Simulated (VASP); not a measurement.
OSZICAR of a VASP run on SnO$_{2}$ (rutile):

### OSZICAR
```
       N       E                     dE             d eps       ncg     rms          rms(c)
DAV:   1     0.639401641086E+03    0.63940E+03   -0.26226E+04  1588   0.256E+03
DAV:   2     0.543394871420E+02   -0.58506E+03   -0.56475E+03  1686   0.673E+02
DAV:   3    -0.386392672690E+02   -0.92979E+02   -0.91475E+02  1754   0.224E+02
DAV:   4    -0.432070086193E+02   -0.45677E+01   -0.45501E+01  1734   0.557E+01
DAV:   5    -0.433597873526E+02   -0.15278E+00   -0.15269E+00  1884   0.102E+01    0.154E+01
DAV:   6    -0.372203597273E+02    0.61394E+01   -0.25672E+01  2366   0.728E+01    0.561E+00
DAV:   7    -0.373118160899E+02   -0.91456E-01   -0.20581E+00  1642   0.865E+00    0.320E+00
DAV:   8    -0.372948962930E+02    0.16920E-01   -0.34241E-01  2187   0.499E+00    0.827E-01
DAV:   9    -0.372781191869E+02    0.16777E-01   -0.92237E-02  2286   0.370E+00    0.143E-01
DAV:  10    -0.372790114615E+02   -0.89227E-03   -0.63450E-03  2244   0.787E-01    0.543E-02
DAV:  11    -0.372790616006E+02   -0.50139E-04   -0.40433E-04  2357   0.217E-01    0.247E-02
DAV:  12    -0.372790644757E+02   -0.28751E-05   -0.24639E-05  1798   0.378E-02    0.167E-02
DAV:  13    -0.372790603081E+02    0.41676E-05   -0.19679E-05  2273   0.435E-02    0.315E-03
DAV:  14    -0.372790607099E+02   -0.40184E-06   -0.12990E-06  1819   0.887E-03    0.156E-03
DAV:  15    -0.372790608624E+02   -0.15246E-06   -0.45487E-08  1150   0.192E-03    0.828E-04
DAV:  16    -0.372790609294E+02   -0.66958E-07   -0.47751E-08  1066   0.296E-03
   1 F= -.37279061E+02 E0= -.37279061E+02  d E =-.372791E+02
       N       E                     dE             d eps       ncg     rms          rms(c)
DAV:   1    -0.372847801507E+02   -0.57193E-02   -0.81867E-01  1550   0.629E+00    0.469E-01
DAV:   2    -0.372838166139E+02    0.96354E-03   -0.35831E-02  1848   0.166E+00    0.270E-01
DAV:   3    -0.372815104259E+02    0.23062E-02   -0.26204E-03  2103   0.670E-01    0.688E-02
DAV:   4    -0.372814941784E+02    0.16247E-04   -0.10381E-03  1905   0.237E-01    0.215E-02
DAV:   5    -0.372814907936E+02    0.33848E-05   -0.11573E-04  1713   0.105E-01    0.820E-03
DAV:   6    -0.372814897550E+02    0.10386E-05   -0.11336E-05  2024   0.399E-02    0.283E-03
DAV:   7    -0.372814900461E+02   -0.29115E-06   -0.13462E-06  2210   0.989E-03    0.224E-03
DAV:   8    -0.372814899025E+02    0.14358E-06   -0.25544E-07  1545   0.559E-03    0.287E-04
DAV:   9    -0.372814898972E+02    0.53833E-08   -0.36311E-08  1038   0.150E-03
   2 F= -.37281490E+02 E0= -.37281490E+02  d E =-.242897E-02
       N       E                     dE             d eps       ncg     rms          rms(c)
DAV:   1    -0.372817515539E+02   -0.26165E-03   -0.42192E-02  1560   0.143E+00    0.107E-01
DAV:   2    -0.372816996176E+02    0.51936E-04   -0.18342E-03  1832   0.379E-01    0.613E-02
DAV:   3    -0.372815815987E+02    0.11802E-03   -0.13580E-04  2157   0.149E-01    0.157E-02
DAV:   4    -0.372815805079E+02    0.10909E-05   -0.52272E-05  1938   0.518E-02    0.488E-03
DAV:   5    -0.372815800828E+02    0.42504E-06   -0.57361E-06  1720   0.233E-02    0.179E-03
DAV:   6    -0.372815801307E+02   -0.47900E-07   -0.56863E-07  1680   0.961E-03
   3 F= -.37281580E+02 E0= -.37281580E+02  d E =-.251920E-02
       N       E                     dE             d eps       ncg     rms          rms(c)
DAV:   1    -0.372816382389E+02   -0.58156E-04   -0.74003E-03  1488   0.604E-01    0.444E-02
DAV:   2    -0.372816217169E+02    0.16522E-04   -0.15239E-04  2057   0.127E-01    0.265E-02
DAV:   3    -0.372816066298E+02    0.15087E-04   -0.12317E-05  2298   0.489E-02    0.385E-03
DAV:   4    -0.372816066569E+02   -0.27093E-07   -0.34116E-06  1897   0.131E-02    0.139E-03
DAV:   5    -0.372816066059E+02    0.51003E-07   -0.12939E-07  1280   0.369E-03
   4 F= -.37281607E+02 E0= -.37281607E+02  d E =-.264751E-04
```

Question: Which electronic solver shows in the log?

Answer: It is blocked Davidson (ALGO = Normal, or the opening steps of other solvers). The INCAR had ALGO = Normal.

Question: Can the final energy be trusted as converged?

Answer: Self-consistency was reached. It stopped with EDIFF = 1E-7, NELM = 100, NSW = 30 and EDIFFG = -0.01 after 4 ionic steps (PBE GGA, plane waves, VASP's PBE PAW potentials (set 64)).

The compound is SnO2 in the rutile structure. This cell is one point of a volume scan, at 1.03 of the reference volume. Symmetry was kept, so distortions that lower it aren't found.
